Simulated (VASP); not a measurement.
Output of a VASP run:

OSZICAR:
```
       N       E                     dE             d eps       ncg     rms          rms(c)
DAV:   1     0.190047430434E+03    0.19005E+03   -0.81285E+03  2192   0.128E+03
DAV:   2    -0.467582458035E+01   -0.19472E+03   -0.18886E+03  3456   0.272E+02
DAV:   3    -0.301550893316E+02   -0.25479E+02   -0.22336E+02  2648   0.119E+02
DAV:   4    -0.313051291608E+02   -0.11500E+01   -0.11499E+01  3696   0.251E+01
DAV:   5    -0.313513884202E+02   -0.46259E-01   -0.46258E-01  3472   0.445E+00    0.277E+01
DAV:   6    -0.293044960904E+02    0.20469E+01   -0.77816E+01  3288   0.525E+01    0.237E+01
DAV:   7    -0.283468810404E+02    0.95762E+00   -0.15623E+02  3256   0.114E+02    0.190E+01
DAV:   8    -0.274159548899E+02    0.93093E+00   -0.29933E+00  2696   0.183E+01    0.110E+01
DAV:   9    -0.265046371854E+02    0.91132E+00   -0.51668E+00  3280   0.183E+01    0.134E+00
DAV:  10    -0.265094876838E+02   -0.48505E-02   -0.14761E-01  3656   0.281E+00    0.112E+00
DAV:  11    -0.265013093129E+02    0.81784E-02   -0.20334E-02  3192   0.128E+00    0.120E+00
DAV:  12    -0.264947436857E+02    0.65656E-02   -0.76030E-02  2696   0.170E+00    0.118E+00
DAV:  13    -0.264859055128E+02    0.88382E-02   -0.17619E-01  3288   0.396E+00    0.993E-01
DAV:  14    -0.264846480889E+02    0.12574E-02   -0.10504E-02  3056   0.862E-01    0.541E-01
DAV:  15    -0.264840962205E+02    0.55187E-03   -0.51969E-03  3152   0.645E-01    0.199E-01
DAV:  16    -0.264841187166E+02   -0.22496E-04   -0.21201E-04  3376   0.126E-01    0.145E-01
DAV:  17    -0.264840991157E+02    0.19601E-04   -0.39561E-05  3672   0.556E-02    0.716E-02
DAV:  18    -0.264840861169E+02    0.12999E-04   -0.61348E-05  3320   0.629E-02    0.278E-02
DAV:  19    -0.264840842763E+02    0.18406E-05   -0.70636E-06  2464   0.247E-02    0.915E-03
DAV:  20    -0.264840842300E+02    0.46354E-07   -0.97123E-07  1496   0.852E-03
   1 F= -.26484084E+02 E0= -.26484084E+02  d E =-.844597E-16
```

OUTCAR:
```
------------------------ aborting loop because EDIFF is reached ----------------------------------------
  FORCE on cell =-STRESS in cart. coord.  units (eV):
  Direction    XX          YY          ZZ          XY          YZ          ZX
  --------------------------------------------------------------------------------------
  Total       -9.6539074     -8.8497370    -10.5271433      0.0000000      0.0121851      0.0000000
  in kB     -376.9463317   -345.5467075   -411.0426882      0.0000000      0.4757792      0.0000000
  external PRESSURE =    -377.8452424 kB  Pullay stress =       0.0000000 kB
  volume of cell :       41.03
      direct lattice vectors                 reciprocal lattice vectors
     0.000000000  2.701501000  2.775924000    -0.182758892  0.185082293  0.180120205
     2.735845000  0.000000000  2.775924000     0.182758892 -0.185082293  0.180120205
     2.735845000  2.701501000  0.000000000     0.182758892  0.185082293 -0.180120205
 POSITION                                       TOTAL-FORCE (eV/Angst)
 -----------------------------------------------------------------------------------
      0.00000      0.00000      0.00000         0.055458      0.000000      0.000000
      1.36792      1.35075      1.38796         0.061660      0.000000      0.000000
      4.12431      4.05225      4.16389        -0.117119      0.000000     -0.000000
 -----------------------------------------------------------------------------------
    total drift:                                0.000440     -0.000003     -0.000002
  FREE ENERGIE OF THE ION-ELECTRON SYSTEM (eV)
  ---------------------------------------------------
  free  energy   TOTEN  =       -26.4840842300 eV

  energy  without entropy=      -26.4840842300  energy(sigma->0) =      -26.48408423
```
(Selected blocks of OUTCAR.)

### POSCAR
```
CeO2
1
    0.0000000000     2.7015010000     2.7759240000
    2.7358450000     0.0000000000     2.7759240000
    2.7358450000     2.7015010000     0.0000000000
Ce O
1 2
Direct
  0.0000000000   0.0000000000   0.0000000000
  0.2500000000   0.2500000000   0.2500000000
  0.7462460000   0.7537540000   0.7537540000
```

### Question
Write an INCAR and KPOINTS that could have produced this output.

### Answer
Several could match; the one computed here: the input of the run itself, PBE GGA, plane waves, VASP's PBE PAW potentials (set 64).

### KPOINTS
```
Automatic mesh
0
Gamma
6 6 6
0 0 0
```

INCAR:
```
SYSTEM = CeO2
PREC = Accurate
ENCUT = 300
EDIFF = 1E-6
NELM = 100
ALGO = Normal
LREAL = .FALSE.
LASPH = .TRUE.
ISMEAR = 0
SIGMA = 0.05
GGA = PE
LMAXMIX = 6
LWAVE = .FALSE.
LCHARG = .FALSE.
ISIF = 2
```

POTCAR, in this order: Ce O (PBE.64 set). Program: vasp_std.

At this cut-off the stress carries a Pulay error, which pulls relaxed volumes low.

The compound is CeO2 in the fluorite structure. The cell was not relaxed at this level, atoms are displaced from their ideal sites. The run is one of a series of settings (ENCUT = 300 against the base run), some of them coarse on purpose. The run is not spin-polarised, so no magnetic state was tried.
